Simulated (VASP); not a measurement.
Consider the following.

```
CELL_PARAMETERS angstrom
      0.00000     3.51021     3.51021
      3.51021     0.00000     3.51021
      3.51021     3.51021     0.00000
ATOMIC_POSITIONS crystal
  Sr 0.00000 0.00000 0.00000
  Cl 0.25000 0.25000 0.25000
  Cl 0.75000 0.75000 0.75000
```

The numbers are results of TPSS meta-GGA, VASP's PBE PAW potentials (set 64) (plane waves; VASP 6.6.1), not measurements. Run with 520 eV cut-off, 6×6×6 Γ-centred mesh, tetrahedra with Blöchl corrections, potentials Sr_sv Cl.

Estimate the energy per atom (σ→0), band gap (over mesh and band path) with the smallest direct gap where there is one.

| Item | Value |
|---|---|
| band gap (over mesh and band path) | 5.73 eV |
| smallest direct gap (over mesh and band path) | 5.87 eV |
| energy per atom (σ→0) | -10.944 eV/atom |

Total energies compare only between runs with the same potentials, cut-off and functional.

The compound is SrCl2 in the fluorite structure. It was relaxed first.
